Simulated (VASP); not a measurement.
Ti2SiTe2:

```xyz
5
Lattice="4.3945 0.0000 0.0000 -2.1972 3.8057 0.0000 0.0000 0.0000 7.6452" Properties=species:S:1:pos:R:3 pbc="T T T"
Ti    2.1972    1.2686    1.7309
Ti    2.1972    1.2686    5.9143
Si    0.0000    0.0000    3.8226
Te    0.0000    0.0000    0.0000
Te    0.0000    2.5371    3.8226
```

The cell was built by a generator and needn't be a form met in nature.

| Property | Result |
| --- | --- |
| Program | VASP 6.6.1 |
| Task | relaxation of cell and atoms |
| Functional | PBE |
| Potentials or basis | VASP PAW PBE potentials, release 64 (Ti_sv, Si, Te) |
| Cutoff | 520 eV |
| k mesh | 4 × 4 × 2 |
| Occupations | gaussian, width 0.15 eV |
| Spin | no spin polarisation |

At the start: pressure -4.8 GPa; volume 25.57 Å³/atom.

Problem. How do energy, volume and symmetry change on relaxing?

Solution. Over 19 steps the energy falls by 554.3 meV/atom and the volume is 22.02 Å³/atom (-13.9 %); space group P-6m2 (No. 187, to 0.05 Å).

Step by step:
```
step  energy change (eV)  largest force (eV/Å)  pressure (GPa)  volume (Å³)
   1              0.0000                0.4534           -4.75       127.86
   2             -0.8246                1.2049           -0.82       114.01
   3             -1.0552                1.5198            2.93       107.16
   4             -1.3538                1.9657           14.17        93.75
   5             -1.5425                1.9139           15.31        92.48
   6             -1.6060                1.7780           17.24        90.49
   7             -1.9121                1.5620           12.83        93.33
   8             -2.3835                1.0904            5.20       102.16
   9             -2.0156                1.0452           -7.69       121.41
  10             -2.4029                1.0259           -2.32       109.45
  11             -2.4231                1.0394           -1.43       107.44
  12             -2.4263                1.0561           -0.13       105.58
  13             -2.4272                1.0431           -0.32       105.98
  14             -2.4725                1.0700           -0.46       106.09
  15             -2.5866                1.0613           -0.43       106.42
  16             -2.6852                0.7667            0.46       106.96
  17             -2.7458                0.4117            0.61       107.74
  18             -2.7673                0.0728            0.99       108.52
  19             -2.7714                0.0162            0.00       110.11
```

Final structure:
```yaml
crystal:
  lattice:
    - [4.62595, 0.00000, 0.00000]
    - [-2.31297, 4.00619, 0.00000]
    - [0.00000, 0.00000, 5.94134]
  atoms:
    - { symbol: Ti, position: [0.66667, 0.33333, 0.28786] }
    - { symbol: Ti, position: [0.66667, 0.33333, 0.71214] }
    - { symbol: Si, position: [0.00000, 0.00000, 0.50000] }
    - { symbol: Te, position: [0.00000, 0.00000, 0.00000] }
    - { symbol: Te, position: [0.33333, 0.66667, 0.50000] }
```

Caveat: the k mesh is coarse (spacing up to 0.41 Å⁻¹), so the values aren't converged.
